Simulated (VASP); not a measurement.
# TiZn3 (Pm-3m) in VASP: a series of runs

The runs below take TiZn3 through single point, with LDA.

Program: VASP 6.6.1. These are calculated values, not measurements. Logs are shortened: lines on timing, memory, paths and dates and some standing lists are left out, and cuts for length are marked.

**1. The structure**

Symmetry: Pm-3m, No. 221, cubic system. Conventional cell: a = 3.984 Å, b = 3.984 Å, c = 3.984 Å, α = 90.00°, β = 90.00°, γ = 90.00°. Ti (site symmetry m-3m) is surrounded by 12 Zn at 2.82 Å. Zn (site symmetry 4/mmm) is surrounded by 4 Ti at 2.82 Å and 8 Zn at 2.82 Å.

**2. Single point, LDA**

Input file INCAR:

```
SYSTEM = TiZn3
PREC     = Accurate       ! precision mode
ENCUT    = 520            ! plane-wave cutoff, eV
EDIFF    = 1E-7           ! SCF threshold, eV
ISMEAR   = -1             ! smearing method
SIGMA    = 0.05           ! smearing width, eV
LREAL    = .False.        ! projectors in reciprocal space
LASPH    = .True.         ! aspherical terms in the spheres
NELM     = 100            ! most SCF steps
ALGO     = Fast           ! electronic algorithm
ISIF     = 2              ! what is computed and relaxed
LWAVE    = .False.        ! write WAVECAR
LCHARG   = .False.        ! write CHGCAR
NBANDS   = 32             ! bands
```

Input file KPOINTS:

```
regular mesh
0
Gamma
  6 6 6
  0 0 0
```

Input file POSCAR:

```
TiZn3
1.0
    3.9839454077      0.0000000000      0.0000000000
    0.0000000000      3.9839454077      0.0000000000
    0.0000000000      0.0000000000      3.9839454077
Ti Zn
1 3
Direct
    0.0000000000      0.0000000000      0.0000000000
    0.0000000000      0.5000000000      0.5000000000
    0.5000000000      0.0000000000      0.5000000000
    0.5000000000      0.5000000000      0.0000000000
```

Potentials or basis: VASP PAW LDA potentials, release 64 (Ti_sv, Zn).

The run is started by

```console
cat potpaw_LDA.64/Ti_sv/POTCAR potpaw_LDA.64/Zn/POTCAR > POTCAR
mpirun -np 1 vasp_std > vasp.out
```

OUTCAR:

```text
SYSTEM = TiZn3
   PREC = Accurate
   ENCUT = 520
   EDIFF = 1E-7
   ISMEAR = -1
   LREAL = .False.
   LASPH = .True.
   NELM = 100
   ISIF = 2

 ion  position               nearest neighbor table
   1  0.000  0.000  0.000-   2 2.82   3 2.82   4 2.82   2 2.82   3 2.82   2 2.82   4 2.82   2 2.82
                             3 2.82   4 2.82   3 2.82   4 2.82
   2  0.000  0.500  0.500-   1 2.82   3 2.82   4 2.82   1 2.82   4 2.82   1 2.82   3 2.82   1 2.82
                             3 2.82   4 2.82   4 2.82   3 2.82
   3  0.500  0.000  0.500-   1 2.82   2 2.82   4 2.82   1 2.82   4 2.82   2 2.82   4 2.82   4 2.82
                             1 2.82   2 2.82   1 2.82   2 2.82
   4  0.500  0.500  0.000-   1 2.82   2 2.82   3 2.82   2 2.82   3 2.82   1 2.82   3 2.82   3 2.82
                             1 2.82   2 2.82   2 2.82   1 2.82

  LATTYP: Found a simple cubic cell.
 ALAT       =     3.9839454077

  Lattice vectors:

 A1 = (   3.9839454077,   0.0000000000,   0.0000000000)
 A2 = (   0.0000000000,   3.9839454077,   0.0000000000)
 A3 = (   0.0000000000,   0.0000000000,   3.9839454077)

Analysis of symmetry for initial positions (statically):
=====================================================================
 Subroutine PRICEL returns:
 Original cell was already a primitive cell.

 Routine SETGRP: Setting up the symmetry group for a
 simple cubic supercell.

 Subroutine GETGRP returns: Found 48 space group operations
 (whereof 48 operations were pure point group operations)
 out of a pool of 48 trial point group operations.

The static configuration has the point symmetry O_h .

Analysis of symmetry for dynamics (positions and initial velocities):
=====================================================================
 Subroutine PRICEL returns:
 Original cell was already a primitive cell.

 Routine SETGRP: Setting up the symmetry group for a
 simple cubic supercell.

 Subroutine GETGRP returns: Found 48 space group operations
 (whereof 48 operations were pure point group operations)
 out of a pool of 48 trial point group operations.

The dynamic configuration has the point symmetry O_h .

 Subroutine INISYM returns: Found 48 space group operations
 (whereof 48 operations are pure point group operations),
 and found     1 'primitive' translations

----------------------------------------------------------------------------------------

                                     Primitive cell
[... 90 lines left out ...]
   EDIFF  = 0.1E-06   stopping-criterion for ELM
   LREAL  =      F    real-space projection
   EDIFFG = 0.1E-05   stopping-criterion for IOM
   NSW    =      0    number of steps for IOM
   IBRION =     -1    ionic relax: 0-MD 1-quasi-New 2-CG
   NFREE  =      0    steps in history (QN), initial steepest desc. (CG)
   ISIF   =      2    stress and relaxation
   ISYM   =      2    0-nonsym 1-usesym 2-fastsym
   POTIM  = 0.5000    time-step for ionic-motion
   TEBEG  =    0.0;   TEEND  =   0.0 temperature during run
   PSTRESS=    0.0 pullay stress
   NELECT =      48.0000    total number of electrons
   NUPDOWN=      -1.0000    fix difference up-down
   EMIN   =  10.00;   EMAX   =-10.00  energy-range for DOS
   EFERMI =   0.00;   METHOD = LEGACY
   ISMEAR =    -1;   SIGMA  =   0.05  broadening in eV -4-tet -1-fermi 0-gaus
   EFERMI_NEDOS =   21; number of points for ismear=-14 and -15
   IALGO  =     68    algorithm
   IMIX   =      4    mixing-type and parameters
     AMIX     =   0.40;   BMIX     =  1.00
     AMIX_MAG =   1.60;   BMIX_MAG =  1.00
  volume/ion in A,a.u.               =      15.81       106.68
  Fermi-wavevector in a.u.,A,eV,Ry     =   1.493397  2.822111 30.344173  2.230234
  Thomas-Fermi vector in A             =   2.605802
   LORBIT       =      0    0 simple, 1 ext, 2 COOP (PROOUT), +10 PAW based schemes
   GGA     = CA    functional components
   LHFCALC =     F    Hartree Fock is set to
   AEXX    =    0.0000 exact exchange contribution
   IVDW    =     0    specifies the selected vdW correction
   LEPSILON=     F    determine dielectric tensor
   LRPA    =     F    only Hartree local field effects (RPA)
 non-spin polarized calculation
 RMM-DIIS sequential band-by-band and
  energy-cutoff  :      520.00
  volume of cell :       63.23
 maximum number of plane-waves:      1743
 NGX is ok and might be reduce to    30
   NGX = 15   NGY = 15   NGZ = 15

 number of electron      48.0000107 magnetization

 Free energy of the ion-electron system (eV)
  ---------------------------------------------------
  ext. energy  EPLUGINS =         0.00000000
  ---------------------------------------------------
  free energy    TOTEN  =       -14.75705094 eV

  energy without entropy =      -14.72257417  energy(sigma->0) =      -14.73981255

 E-fermi :   3.8203     XC(G=0): -11.8457

 val. band max:        3.8100092052   @ k =   0.5000   0.3333   0.1667
 cond. band min:       3.8362110719   @ k =   0.1667   0.1667   0.0000
 fundamental gap:      0.0262018667
 Fermi energy:         3.8202524256

 k-point     1 :       0.0000    0.0000    0.0000
  band No.  band energies     occupation
      1     -52.3625      2.00000
      2     -29.0019      2.00000
      3     -29.0019      2.00000
      4     -29.0019      2.00000
      5      -5.1401      2.00000
      6      -3.7778      2.00000
[... 689 lines left out ...]
     31       7.3743      0.00000
     32       7.5338      0.00000

------------------------ aborting loop because EDIFF is reached ----------------------------------------

  FORCE on cell =-STRESS in cart. coord.  units (eV):
  Direction    XX          YY          ZZ          XY          YZ          ZX
  --------------------------------------------------------------------------------------
  -------------------------------------------------------------------------------------
  Total       -4.8158281     -4.8158281     -4.8158281     -0.0000000     -0.0000000     -0.0000000
  in kB     -122.0229220   -122.0229220   -122.0229220     -0.0000000     -0.0000000     -0.0000000
  external PRESSURE =    -122.0229220 kB  Pullay stress =       0.0000000 kB

 VOLUME and BASIS-vectors are now :
 -----------------------------------------------------------------------------
  energy-cutoff  :      520.00
  volume of cell :       63.23
      direct lattice vectors                 reciprocal lattice vectors
     3.983945408  0.000000000  0.000000000     0.251007456  0.000000000  0.000000000
     0.000000000  3.983945408  0.000000000     0.000000000  0.251007456  0.000000000
     0.000000000  0.000000000  3.983945408     0.000000000  0.000000000  0.251007456

 POSITION                                       TOTAL-FORCE (eV/Angst)
 -----------------------------------------------------------------------------------
      0.00000      0.00000      0.00000         0.000000      0.000000      0.000000
      0.00000      1.99197      1.99197         0.000000      0.000000      0.000000
      1.99197      0.00000      1.99197         0.000000      0.000000      0.000000
      1.99197      1.99197      0.00000         0.000000      0.000000      0.000000
 -----------------------------------------------------------------------------------
    total drift:                                0.000000      0.000000     -0.000000

  FREE ENERGIE OF THE ION-ELECTRON SYSTEM (eV)
  ---------------------------------------------------
  free  energy   TOTEN  =       -14.7570509399 eV

  energy  without entropy=      -14.7225741677  energy(sigma->0) =      -14.73981255
```

stdout:

```text
POSCAR found type information on POSCAR TiZn
 POSCAR found :  2 types and       4 ions
 scaLAPACK will be used
 LDA part: xc-table for (Slater(with rela. corr.)+CA(PZ))
 , standard interpolation
 POSCAR, INCAR and KPOINTS ok, starting setup
 FFT: planning ... GRIDC
 FFT: planning ... GRID_SOFT
 FFT: planning ... GRID
 WAVECAR not read
 entering main loop
WARNING in EDDRMM: call to ZHEGV failed, returncode =   6  3      5
 num prob  num prob  num prob  num prob  num prob WARNING in EDDRMM: call to ZHEGV failed, returncode =   6  3      6
 num prob RMM:  25    -0.147570513802E+02    0.98654E-05   -0.28426E-05  1932   0.288E-02    0.178E-02
 num prob  num prob  num prob  num prob  num prob RMM:  26    -0.147570507154E+02    0.66487E-06   -0.64424E-06  1604   0.116E-02    0.277E-03
 num prob  num prob  num prob  num prob  num prob  num prob  num prob  num prob  num prob  num prob  num prob RMM:  27    -0.147570508507E+02   -0.13537E-06   -0.15737E-06  1257   0.459E-03    0.608E-04
 num prob  num prob  num prob  num prob  num prob  num prob  num prob  num prob  num prob  num prob  num prob  num prob  num prob RMM:  28    -0.147570509399E+02   -0.89205E-07   -0.85602E-07  1100   0.281E-03
```

Run time: 42 s. Hardware: 1 thread of AMD EPYC 9R45 (Zen 5), shared host; peak memory 0.13 GiB.

What came out:

| Property | Result |
| --- | --- |
| Free energy | -14.7571 eV |
| Pressure | -12.2 GPa |
| Band gap on the k mesh | none (metal or under the smearing width) |

**3. Single point, LDA**

This run uses another cell than the first one, of 17.02 Å³/atom, 1.077 times its volume.

Input file INCAR:

```
ALGO     = Fast           # electronic algorithm
EDIFF    = 1E-6           # SCF threshold, eV
ENCUT    = 520            # plane-wave cutoff, eV
ISIF     = 2              # what is computed and relaxed
ISMEAR   = -1             # smearing method
LASPH    = T              # aspherical terms in the spheres
LCHARG   = F              # write CHGCAR
LREAL    = F              # projectors in reciprocal space
LWAVE    = F              # write WAVECAR
NBANDS   = 32             # bands
NELM     = 100            # most SCF steps
PREC     = Accurate       # precision mode
SIGMA    = 0.05           # smearing width, eV
```

Input file KPOINTS:

```
k-points
0
Gamma
  6 6 6
```

Input file POSCAR:

```
TiZn3
1.0
    4.0835850615      0.0000000000      0.0000000000
    0.0000000000      4.0835850615      0.0000000000
    0.0000000000      0.0000000000      4.0835850615
Ti Zn
1 3
Direct
    0.0000000000      0.0000000000      0.0000000000
    0.0000000000      0.5000000000      0.5000000000
    0.5000000000      0.0000000000      0.5000000000
    0.5000000000      0.5000000000      0.0000000000
```

Potentials or basis: VASP PAW LDA potentials, release 64 (Ti_sv, Zn).

The run is started by

```console
cat potpaw_LDA.64/Ti_sv/POTCAR potpaw_LDA.64/Zn/POTCAR > POTCAR
mpirun -np 1 vasp_std > vasp.out
```

OUTCAR:

```text
EDIFF = 1E-6
   ENCUT = 520
   ISIF = 2
   ISMEAR = -1
   LASPH = T
   LREAL = F
   NELM = 100
   PREC = Accurate

 ion  position               nearest neighbor table
   1  0.000  0.000  0.000-   2 2.89   3 2.89   4 2.89   2 2.89   3 2.89   2 2.89   4 2.89   2 2.89
                             3 2.89   4 2.89   3 2.89   4 2.89
   2  0.000  0.500  0.500-   1 2.89   3 2.89   4 2.89   1 2.89   4 2.89   1 2.89   3 2.89   1 2.89
                             3 2.89   4 2.89   4 2.89   3 2.89
   3  0.500  0.000  0.500-   1 2.89   2 2.89   4 2.89   1 2.89   4 2.89   2 2.89   4 2.89   4 2.89
                             1 2.89   2 2.89   1 2.89   2 2.89
   4  0.500  0.500  0.000-   1 2.89   2 2.89   3 2.89   2 2.89   3 2.89   1 2.89   3 2.89   3 2.89
                             1 2.89   2 2.89   2 2.89   1 2.89

  LATTYP: Found a simple cubic cell.
 ALAT       =     4.0835850615

  Lattice vectors:

 A1 = (   4.0835850615,   0.0000000000,   0.0000000000)
 A2 = (   0.0000000000,   4.0835850615,   0.0000000000)
 A3 = (   0.0000000000,   0.0000000000,   4.0835850615)

Analysis of symmetry for initial positions (statically):
[... 173 lines left out ...]
 E-fermi :   3.3111     XC(G=0): -11.4674

 val. band max:        3.2879958651   @ k =   0.5000   0.3333   0.1667
 cond. band min:       3.3397947331   @ k =   0.1667   0.1667   0.0000
 fundamental gap:      0.0517988680
 Fermi energy:         3.3110564615

 k-point     1 :       0.0000    0.0000    0.0000
  band No.  band energies     occupation
      1     -53.0304      2.00000
      2     -29.6588      2.00000
      3     -29.6588      2.00000
      4     -29.6588      2.00000
      5      -5.2341      2.00000
      6      -4.1094      2.00000
[... 689 lines left out ...]
     31       6.4752      0.00000
     32       6.5750      0.00000

------------------------ aborting loop because EDIFF is reached ----------------------------------------

  FORCE on cell =-STRESS in cart. coord.  units (eV):
  Direction    XX          YY          ZZ          XY          YZ          ZX
  --------------------------------------------------------------------------------------
  -------------------------------------------------------------------------------------
  Total       -6.8203110     -6.8203110     -6.8203110     -0.0000000     -0.0000000     -0.0000000
  in kB     -160.4685548   -160.4685548   -160.4685548     -0.0000000     -0.0000000     -0.0000000
  external PRESSURE =    -160.4685548 kB  Pullay stress =       0.0000000 kB

 VOLUME and BASIS-vectors are now :
 -----------------------------------------------------------------------------
  energy-cutoff  :      520.00
  volume of cell :       68.10
      direct lattice vectors                 reciprocal lattice vectors
     4.083585062  0.000000000  0.000000000     0.244882863  0.000000000  0.000000000
     0.000000000  4.083585062  0.000000000     0.000000000  0.244882863  0.000000000
     0.000000000  0.000000000  4.083585062     0.000000000  0.000000000  0.244882863

 POSITION                                       TOTAL-FORCE (eV/Angst)
 -----------------------------------------------------------------------------------
      0.00000      0.00000      0.00000         0.000000      0.000000      0.000000
      0.00000      2.04179      2.04179         0.000000      0.000000      0.000000
      2.04179      0.00000      2.04179         0.000000      0.000000      0.000000
      2.04179      2.04179      0.00000         0.000000      0.000000      0.000000
 -----------------------------------------------------------------------------------
    total drift:                                0.000000      0.000000     -0.000000

  FREE ENERGIE OF THE ION-ELECTRON SYSTEM (eV)
  ---------------------------------------------------
  free  energy   TOTEN  =       -14.3238259012 eV

  energy  without entropy=      -14.2879752056  energy(sigma->0) =      -14.30590055
```

OSZICAR:

```text
N       E                     dE             d eps       ncg     rms          rms(c)
DAV:   1     0.357329537491E+03    0.35733E+03   -0.23332E+04  1280   0.219E+03
[... 16 lines left out ...]
RMM:  18    -0.143238510144E+02   -0.38349E-04   -0.16916E-04  1781   0.416E-02    0.134E-01
RMM:  19    -0.143238373219E+02    0.13692E-04   -0.81118E-05  1497   0.280E-02    0.106E-01
RMM:  20    -0.143238326139E+02    0.47079E-05   -0.60424E-05  1299   0.224E-02    0.850E-02
RMM:  21    -0.143238261911E+02    0.64229E-05   -0.37434E-05  1487   0.264E-02    0.554E-02
RMM:  22    -0.143238252112E+02    0.97984E-06   -0.29182E-05  1428   0.221E-02    0.308E-02
RMM:  23    -0.143238251408E+02    0.70426E-07   -0.15578E-05  1401   0.190E-02    0.917E-03
RMM:  24    -0.143238259012E+02   -0.76039E-06   -0.96574E-06  1172   0.105E-02
   1 F= -.14323826E+02 E0= -.14305901E+02  d E =-.358507E-01
```

It took 35 s on 1 thread of AMD EPYC 9R45 (Zen 5), shared host; peak memory 0.13 GiB.

Results:

- Free energy: -14.3238 eV
- Pressure: -16.0 GPa
- Band gap on the k mesh: none (metal or under the smearing width)

Caveat: so large a pressure means that the cell lies far from this level's equilibrium, or that cutoff or potentials fall short.
